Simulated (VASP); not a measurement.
Input:

```
CELL_PARAMETERS angstrom
      1.59248    -2.75826     0.00000
      1.59248     2.75826     0.00000
      0.00000     0.00000    12.30575
ATOMIC_POSITIONS crystal
  Mo 0.33333 0.66667 0.25000
  Mo 0.66667 0.33333 0.75000
  S  0.33333 0.66667 0.87876
  S  0.66667 0.33333 0.37876
  S  0.66667 0.33333 0.12124
  S  0.33333 0.66667 0.62124
```

Computed with LDA (Ceperley-Alder, Perdew-Zunger), VASP's LDA PAW potentials (set 64) (plane waves; VASP). Run with 520 eV cut-off, 10×10×3 Γ-centred mesh, Gaussian smearing of 0.050 eV, potentials Mo_sv S.

**Question.** The ions and cell shape at fixed volume are relaxed. What does this cell relax into?

**Answer.** 
```
CELL_PARAMETERS angstrom
      1.56841    -2.71657     0.00000
      1.56841     2.71657     0.00000
      0.00000     0.00000    12.68638
ATOMIC_POSITIONS crystal
  Mo 0.33333 0.66667 0.25000
  Mo 0.66667 0.33333 0.75000
  S  0.33333 0.66667 0.87236
  S  0.66667 0.33333 0.37236
  S  0.66667 0.33333 0.12764
  S  0.33333 0.66667 0.62764
```
Space group P6_3/mmc (194), at a tolerance of 0.03 Å.

**Question.** How much energy does the relaxation gain?

**Answer.** The energy (σ→0) changes by -22.6 meV/atom, in 8 ionic steps.

```csv
step,E(σ→0) (eV),max force (eV/Å),pressure (GPa),volume (Å³)
1,-48.7888,0.898,-8.57,108.11
2,-48.8677,0.048,-4.58,108.11
3,-48.8677,0.063,-4.64,108.11
4,-48.9080,0.015,-3.18,108.11
5,-48.9243,0.048,-1.17,108.11
6,-48.9244,0.043,-1.36,108.11
7,-48.9245,0.033,-1.70,108.11
8,-48.9246,0.000,-1.55,108.11
```

The compound is MoS2 in the 2H layered structure. This cell is one point of a volume scan, at 1.06 of the reference volume. Symmetry was kept, so distortions that lower it aren't found.
